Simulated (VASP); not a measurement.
# Relaxed cell of CeO2 (Cerianite): a test of cutoff and mesh, part 3 of 3

Aim: test the relaxed volume of CeO2 (Cerianite) against cutoff and mesh. The starting structure is a measured crystal structure from the Crystallography Open Database. The first relaxation on each setting starts from this cell expanded by 3 % in volume.

VASP 6.6.1.

Results so far: reference 13.11 Å³ an atom; a cutoff of 400 eV 12.78 Å³ an atom; a 4×4×4 mesh 13.10 Å³ an atom; a cutoff of 680 eV 13.09 Å³ an atom.

### Step 6. Relaxation with a 10×10×10 mesh

Level of this step: PBEsol, spin-polarised from an antiferromagnetic start; plane waves and PAW (Ce, O) (VASP).

Against step 2 the input has a 10×10×10 mesh. This run starts from the cell of an earlier relaxation, which isn't shown; the restart sets up the plane waves anew.

File INCAR:

```
SYSTEM = CeO2
PREC = Accurate
ENCUT = 520
EDIFF = 1E-06
NELM = 150
ISMEAR = 0
SIGMA = 0.03
LREAL = .FALSE.
ALGO = Normal
GGA = PS
NBANDS = 33
ISPIN = 2
MAGMOM = 1 -1 0 0 0 0
LASPH = .TRUE.
LMAXMIX = 6
AMIX = 0.2
BMIX = 1E-04
AMIX_MAG = 0.8
BMIX_MAG = 1E-04
LORBIT = 11
LWAVE = .FALSE.
LCHARG = .FALSE.
KPAR = 8
IBRION = 2
NSW = 50
ISIF = 3
EDIFFG = -0.006
```

File POSCAR:

```
CeO2
1.0
    0.0000000000      2.6993631358      2.6993631358
    2.6993631358      0.0000000000      2.6993631358
    5.3987273795      5.3987273795     -0.0000011078
Ce O
2 4
Direct
    0.0000000000      0.0000000000      0.0000000000
    0.0000000000      0.0000000000      0.5000000000
    0.7500000043      0.7500000043      0.3749999936
    0.7500000043      0.7500000043      0.8749999936
    0.2499999957      0.2499999957      0.1250000064
    0.2499999957      0.2499999957      0.6250000064
```

File KPOINTS:

```
Automatic mesh
0
Gamma
10 10 10
0 0 0
```

PAW data sets: Ce and O (PBE family, release 64).

Started as:

```bash
> mpirun -np 8 vasp_std
```

The log of the run:

```text
[... set-up lines as in an earlier step ...]
 entering main loop
       N       E                     dE             d eps       ncg     rms          rms(c)
DAV:   1     0.559459311600E+03    0.55946E+03   -0.21130E+04 15400   0.193E+03
DAV:   2     0.101675460845E+03   -0.45778E+03   -0.39852E+03 16808   0.368E+02
DAV:   3    -0.493947177199E+02   -0.15107E+03   -0.14498E+03 19899   0.187E+02
DAV:   4    -0.642717365518E+02   -0.14877E+02   -0.14740E+02 25534   0.598E+01
[...]
DAV:  20    -0.550890437850E+02   -0.29210E-05   -0.38315E-05 25048   0.401E-02    0.121E-02
DAV:  21    -0.550890471878E+02   -0.34027E-05   -0.13776E-05 22880   0.266E-02    0.196E-02
DAV:  22    -0.550890469285E+02    0.25921E-06   -0.15260E-06 13536   0.110E-02
   1 F= -.55089047E+02 E0= -.55089047E+02  d E =-.550890E+02  mag=    -0.0000
[...]
N       E                     dE             d eps       ncg     rms          rms(c)
DAV:   1    -0.550908583490E+02   -0.18112E-02   -0.49083E-02 16014   0.164E+00    0.763E-01
[...]
DAV:   8    -0.550889163040E+02   -0.60080E-06   -0.24258E-06 15918   0.779E-03
   2 F= -.55088916E+02 E0= -.55088916E+02  d E =0.130625E-03  mag=    -0.0000
 trial-energy change:    0.000131  1 .order    0.000106   -0.000216    0.000428
 step:   0.2884(harm=  0.3348)  dis= 0.00000  next Energy=   -55.089077 (dE=-0.305E-04)
[...]
N       E                     dE             d eps       ncg     rms          rms(c)
DAV:   1    -0.550900152861E+02   -0.10996E-02   -0.24657E-02 15895   0.116E+00    0.534E-01
DAV:   2    -0.550894506630E+02    0.56462E-03   -0.35344E-03 23276   0.486E-01    0.221E-01
DAV:   3    -0.550891701375E+02    0.28053E-03   -0.14574E-03 22025   0.202E-01    0.172E-01
DAV:   4    -0.550890615125E+02    0.10862E-03   -0.70348E-04 20033   0.200E-01    0.157E-02
DAV:   5    -0.550890611617E+02    0.35079E-06   -0.59032E-05 26168   0.341E-02    0.145E-02
DAV:   6    -0.550890621107E+02   -0.94902E-06   -0.16761E-05 25927   0.172E-02    0.107E-02
DAV:   7    -0.550890613857E+02    0.72505E-06   -0.15565E-05 26697   0.201E-02    0.440E-03
DAV:   8    -0.550890613710E+02    0.14646E-07   -0.10186E-06 11075   0.563E-03
   3 F= -.55089061E+02 E0= -.55089061E+02  d E =-.144425E-04  mag=    -0.0000
[...]
reached required accuracy - stopping structural energy minimisation
```

It took 4.2 min on 8 MPI ranks of Intel Xeon Platinum 8375C at 2.90GHz (Ice Lake), shared host; peak memory 5.1 GiB.

Parts of OUTCAR (step 6):

```text
  Total       -0.0023744     -0.0023744     -0.0023744      0.0000854     -0.0000854     -0.0000854
  in kB       -0.0483838     -0.0483838     -0.0483838      0.0017407     -0.0017407     -0.0017407
  external PRESSURE =      -0.0483838 kB  Pullay stress =       0.0000000 kB

 POSITION                                       TOTAL-FORCE (eV/Angst)
 -----------------------------------------------------------------------------------
      0.00000      0.00000      0.00000        -0.000000      0.000000     -0.000000
      2.69877      2.69877     -0.00000        -0.000000      0.000000     -0.000000
      4.04816      4.04816      4.04815        -0.000003     -0.000003      0.000003
      6.74693      6.74693      4.04815        -0.000003     -0.000003      0.000003
      1.34939      1.34939      1.34938         0.000003      0.000003     -0.000003
      4.04816      4.04816      1.34938         0.000003      0.000003     -0.000003
 -----------------------------------------------------------------------------------
    total drift:                               -0.000000     -0.000000      0.000000

  FREE ENERGIE OF THE ION-ELECTRON SYSTEM (eV)
  ---------------------------------------------------
  free  energy   TOTEN  =       -55.0890613710 eV

  energy  without entropy=      -55.0890613710  energy(sigma->0) =      -55.08906137

 magnetization (x)
# of ion       s       p       d       f       tot
--------------------------------------------------
    1        0.000  -0.000  -0.000  -0.000  -0.000
    2       -0.000   0.000   0.000   0.000   0.000
    3        0.000  -0.000   0.000   0.000  -0.000
    4       -0.000   0.000   0.000   0.000   0.000
    5       -0.000   0.000   0.000   0.000   0.000
    6        0.000  -0.000   0.000   0.000  -0.000
--------------------------------------------------
tot          0.000   0.000   0.000   0.000   0.000

[... 1 part as in an earlier step ...]

[... 3 further parts left out ...]
[key lines of the parts left out:]
E-fermi :   5.5109
```

With a 10×10×10 mesh the cell ends at 13.104 Å³ an atom, -0.01 % from the reference.

### Step 7. Comparison

```tsv
run	volume (Å³/atom)	change (%)	bulk modulus (GPa)	pressure left (GPa)	core minutes
reference	13.105	-	190.4	-0.06	50.7
a cutoff of 400 eV	12.782	-2.47	210.4	0.0	50.0
a 4×4×4 mesh	13.104	-0.01	194.0	0.0	22.0
a cutoff of 680 eV	13.095	-0.08	190.6	-0.04	91.7
a 10×10×10 mesh	13.104	-0.01	-	0.0	83.1
```

Core minutes are wall time times ranks, summed over the relaxations behind a row (those for a bulk modulus apart), on shared hosts.

### Step 8. What came out

```yaml
volume_of_the_reference: 13.11 Å³/atom
volume_against_the_reference_a_cutoff_of_400_ev: -2.47 %
volume_against_the_reference_a_4x4x4_mesh: -0.01 %
volume_against_the_reference_a_cutoff_of_680_ev: -0.08 %
volume_against_the_reference_a_10x10x10_mesh: -0.01 %
```

**Reading.** The volume moves most with a cutoff of 400 eV: -2.47 % against the reference (520 eV, 8×8×8 mesh). On finer settings it changes by -0.08 % with a cutoff of 680 eV and -0.01 % with a 10×10×10 mesh. The relaxations stop with up to 0.06 GPa left, which at the bulk modulus found here is 0.03 % of the volume. That understates it: a restart alone still moved the volume by up to 0.7 %. A cell that shrinks at the lower cutoff is the usual mark of Pulay stress, the error that a plane-wave basis makes when it is kept while the volume changes. The bulk modulus is more sensitive: it changes by +10.5 % with a cutoff of 400 eV. Further runs on this material are not shown.

[Lines on the potential files, build, host, timing and source positions are cut from VASP's logs without a mark.]

[Logs are printed without paths, hosts, clocks, repeated set-up lines and the standing remarks that a program may print on its own settings, such as how far it seeks lower states.]

[Hosts, paths, dates, database ids (printed as entryN), source tags and the programs' standing remarks are cut or masked in the printed files.]
